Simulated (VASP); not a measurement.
Here is the system:

```
Hf
1.0
    1.59500    -2.76262     0.00000
    1.59500     2.76262     0.00000
    0.00000     0.00000     5.05000
Hf
2
Direct
  0.33333   0.66667   0.25000
  0.66667   0.33333   0.75000
```

Method: MS2 meta-GGA, VASP's PBE PAW potentials (set 64) (plane waves; VASP 6.6.1). Run with 520 eV cut-off, 12×12×7 Γ-centred mesh, first-order Methfessel-Paxton smearing of 0.10 eV, potentials Hf_pv.

Energy and stress use the plane-wave basis of the starting cell.

The ions, cell shape and volume are relaxed. What does this cell relax into?

```
Hf
1.0
    1.58052    -2.73754     0.00000
    1.58052     2.73754     0.00000
    0.00000     0.00000     4.98597
Hf
2
Direct
  0.33333   0.66667   0.25000
  0.66667   0.33333   0.75000
```
Space group P6_3/mmc (194), at a tolerance of 0.03 Å.

How do energy and volume change from the first to the last step?

The energy (σ→0) changes by -7.3 meV/atom and the volume by -3.1 %, in 5 ionic steps.

The compound is Hf in the hcp structure. This run relaxes it. Symmetry was kept, so distortions that lower it aren't found.
